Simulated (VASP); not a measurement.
Here is the system:

```xyz
15
Lattice="4.4480 0.0000 0.0000 -2.2240 3.8521 0.0000 0.0000 0.0000 31.7624" Properties=species:S:1:pos:R:3 pbc="T T T"
Bi     0.0000     2.5681     8.4700
Bi     0.0000     2.5681     2.1175
Bi     0.0000     0.0000    19.0575
Bi     0.0000     0.0000    12.7050
Bi     2.2240     1.2840    29.6449
Bi     2.2240     1.2840    23.2924
Te     0.0000     0.0000     0.0000
Te     2.2240     1.2840     3.9174
Te     0.0000     0.0000     6.6701
Te     2.2240     1.2840    10.5875
Te     0.0000     2.5681    14.5048
Te     2.2240     1.2840    17.2576
Te     0.0000     2.5681    21.1750
Te     0.0000     0.0000    25.0923
Te     0.0000     2.5681    27.8451
```

Calculation: PBE GGA, VASP's PBE PAW potentials (set 64) (plane waves; VASP). Numerical set-up: PREC = Normal, EDIFF = 1E-5, 400 eV cut-off, 8×8×1 Γ-centred mesh, Gaussian smearing of 0.050 eV, potentials Bi_d Te.

Without a dispersion term in the relaxation, distances and binding between the weakly bound layers, chains or molecules are unreliable, and so is what depends on them.

Q: The ions are relaxed. Which structure does the run end with?

A: 
```xyz
15
Lattice="4.4480 0.0000 0.0000 -2.2240 3.8521 0.0000 0.0000 0.0000 31.7624" Properties=species:S:1:pos:R:3 pbc="T T T"
Bi     0.0000     2.5681     8.5344
Bi     0.0000     2.5681     2.0531
Bi     0.0000     0.0000    19.1218
Bi     0.0000     0.0000    12.6406
Bi     2.2240     1.2840    29.7093
Bi     2.2240     1.2840    23.2280
Te     0.0000     0.0000     0.0000
Te     2.2240     1.2840     3.7734
Te     0.0000     0.0000     6.8141
Te     2.2240     1.2840    10.5875
Te     0.0000     2.5681    14.3609
Te     2.2240     1.2840    17.4015
Te     0.0000     2.5681    21.1750
Te     0.0000     0.0000    24.9484
Te     0.0000     2.5681    27.9890
```
Space group R-3m (166), at a tolerance of 0.03 Å.

Q: How much energy does the relaxation gain?

A: The energy (σ→0) changes by -10.8 meV/atom, in 8 ionic steps.

```json
[
 {"step": "1", "E(σ→0) (eV)": "-55.0416", "max force (eV/Å)": "0.430", "pressure (GPa)": "-1.32", "volume (Å³)": "544.22"},
 {"step": "2", "E(σ→0) (eV)": "-55.0899", "max force (eV/Å)": "0.301", "pressure (GPa)": "-1.07", "volume (Å³)": "544.22"},
 {"step": "3", "E(σ→0) (eV)": "-55.1213", "max force (eV/Å)": "0.221", "pressure (GPa)": "-0.66", "volume (Å³)": "544.22"},
 {"step": "4", "E(σ→0) (eV)": "-55.1216", "max force (eV/Å)": "0.243", "pressure (GPa)": "-0.62", "volume (Å³)": "544.22"},
 {"step": "5", "E(σ→0) (eV)": "-55.1446", "max force (eV/Å)": "0.202", "pressure (GPa)": "-0.54", "volume (Å³)": "544.22"},
 {"step": "6", "E(σ→0) (eV)": "-55.1909", "max force (eV/Å)": "0.095", "pressure (GPa)": "-0.25", "volume (Å³)": "544.22"},
 {"step": "7", "E(σ→0) (eV)": "-55.1793", "max force (eV/Å)": "0.133", "pressure (GPa)": "0.41", "volume (Å³)": "544.22"},
 {"step": "8", "E(σ→0) (eV)": "-55.2033", "max force (eV/Å)": "0.015", "pressure (GPa)": "0.01", "volume (Å³)": "544.22"}
]
```

The compound is Bi2Te3 in the tetradymite structure. This run relaxes the ions in a fixed cell. Symmetry was kept, so distortions that lower it aren't found.
